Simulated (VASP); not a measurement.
Computed with AM05 GGA, VASP's PBE PAW potentials (set 64) (plane waves; VASP).

VASP input:

KPOINTS:
```
Regular mesh
0
Gamma
  12 12 7
0 0 0
```

POSCAR:
```
Gd
1.0
  1.8291132095  -3.1681167995   0.0000000000
  1.8291132095   3.1681167995   0.0000000000
  0.0000000000   0.0000000000   5.7412058834
Gd
2
Cart
  1.8291132095   1.0560410452   1.4353014709
  1.8291132095  -1.0560410452   4.3059044126
```

INCAR:
```
ALGO = Normal
EDIFF = 1E-7
EDIFFG = -0.01
ENCUT = 520
GGA = AM
IBRION = 2
ISIF = 4
ISMEAR = 1
LASPH = .True.
LCHARG = .False.
LMAXMIX = 6
LREAL = .False.
LWAVE = .False.
NELM = 100
NSW = 30
PREC = Accurate
SIGMA = 0.1
SYSTEM = Gd
```

POTCAR, in this order: Gd_3 (PBE.64 set). Program: vasp_std.

Output

**OUTCAR**
```
 ion  position               nearest neighbor table
   1  0.333  0.667  0.250-   2 3.56   2 3.56   2 3.56   2 3.56   2 3.56   2 3.56
   2  0.667  0.333  0.750-   1 3.56   1 3.56   1 3.56   1 3.56   1 3.56   1 3.56
  LATTYP: Found a hexagonal cell.
 ALAT       =     3.6582262353
 C/A-ratio  =     1.5693960718
 Subroutine PRICEL returns:
 Original cell was already a primitive cell.
 Subroutine GETGRP returns: Found 24 space group operations
The static configuration has the point symmetry D_3d.
 The point group associated with its full space group is D_6h.
The dynamic configuration has the point symmetry D_3d.
 Subroutine INISYM returns: Found 24 space group operations
 Subroutine IBZKPT returns following result:
 Found     76 irreducible k-points:

 Following reciprocal coordinates:
            Coordinates               Weight
  0.000000  0.000000  0.000000      1.000000
  0.083333  0.000000  0.000000      6.000000
  0.166667  0.000000  0.000000      6.000000
  0.250000  0.000000  0.000000      6.000000
  0.333333  0.000000  0.000000      6.000000
  0.416667  0.000000  0.000000      6.000000
  0.500000  0.000000  0.000000      3.000000
  0.083333  0.083333  0.000000      6.000000
  0.166667  0.083333  0.000000     12.000000
  0.250000  0.083333  0.000000     12.000000
  0.333333  0.083333  0.000000     12.000000
  0.416667  0.083333  0.000000     12.000000
  0.166667  0.166667  0.000000      6.000000
  0.250000  0.166667  0.000000     12.000000
  0.333333  0.166667  0.000000     12.000000
  0.416667  0.166667  0.000000      6.000000
  0.250000  0.250000  0.000000      6.000000
  0.333333  0.250000  0.000000     12.000000
  0.333333  0.333333  0.000000      2.000000
  0.000000  0.000000  0.142857      2.000000
  0.083333  0.000000  0.142857     12.000000
  0.166667  0.000000  0.142857     12.000000
...
```

**OSZICAR**
```
       N       E                     dE             d eps       ncg     rms          rms(c)
DAV:   1     0.391491022647E+02    0.39149E+02   -0.89463E+03  1976   0.122E+03
DAV:   2    -0.767943676232E+01   -0.46829E+02   -0.45811E+02  2211   0.236E+02
DAV:   3    -0.951583521950E+01   -0.18364E+01   -0.17028E+01  2627   0.275E+01
DAV:   4    -0.955020525826E+01   -0.34370E-01   -0.34252E-01  2407   0.400E+00
DAV:   5    -0.955117096628E+01   -0.96571E-03   -0.96548E-03  2949   0.506E-01    0.227E+01
DAV:   6    -0.954334763196E+01    0.78233E-02   -0.24514E-02  2221   0.122E+00    0.135E+01
DAV:   7    -0.954593957803E+01   -0.25919E-02   -0.44447E-02  2116   0.164E+00    0.193E-01
DAV:   8    -0.954546453209E+01    0.47505E-03   -0.23470E-03  2301   0.365E-01    0.647E-02
DAV:   9    -0.954545853205E+01    0.60000E-05   -0.23846E-04  2555   0.115E-01    0.358E-02
DAV:  10    -0.954545630897E+01    0.22231E-05   -0.29161E-05  2408   0.379E-02    0.380E-02
DAV:  11    -0.954545637411E+01   -0.65145E-07   -0.52864E-06  2281   0.177E-02    0.250E-03
DAV:  12    -0.954545640606E+01   -0.31951E-07   -0.29044E-07  2435   0.393E-03
   1 F= -.95454564E+01 E0= -.95452090E+01  d E =-.954546E+01
```

**OUTCAR**
```
------------------------ aborting loop because EDIFF is reached ----------------------------------------
  FORCE on cell =-STRESS in cart. coord.  units (eV):
  Direction    XX          YY          ZZ          XY          YZ          ZX
  --------------------------------------------------------------------------------------
  Total       -0.9259296     -0.9259295     -0.9057505      0.0000000      0.0000000      0.0000000
  in kB      -22.2953187    -22.2953157    -21.8094273      0.0000000      0.0000000      0.0000000
  external PRESSURE =     -22.1333539 kB  Pullay stress =       0.0000000 kB
  volume of cell :       66.54
      direct lattice vectors                 reciprocal lattice vectors
     1.829113210 -3.168116799  0.000000000     0.273356508 -0.157822464  0.000000000
     1.829113210  3.168116799  0.000000000     0.273356508  0.157822464  0.000000000
     0.000000000  0.000000000  5.741205883     0.000000000  0.000000000  0.174179436
 POSITION                                       TOTAL-FORCE (eV/Angst)
 -----------------------------------------------------------------------------------
      1.82911      1.05604      1.43530        -0.000000      0.000000      0.000000
      1.82911     -1.05604      4.30590         0.000000     -0.000000      0.000000
 -----------------------------------------------------------------------------------
    total drift:                               -0.000004      0.000116     -0.000011
  FREE ENERGIE OF THE ION-ELECTRON SYSTEM (eV)
  ---------------------------------------------------
  free  energy   TOTEN  =        -9.5454564061 eV

  energy  without entropy=       -9.5447141738  energy(sigma->0) =       -9.54520900

 reached required accuracy - stopping structural energy minimisation
```
(Selected blocks of OUTCAR.)

The 4f electrons are frozen in the core of the lanthanide potential, so 4f levels, which can set the real gap, and their magnetism are missing.

The compound is Gd in the hcp structure. This cell is one point of a volume scan, at 1.06 of the reference volume.
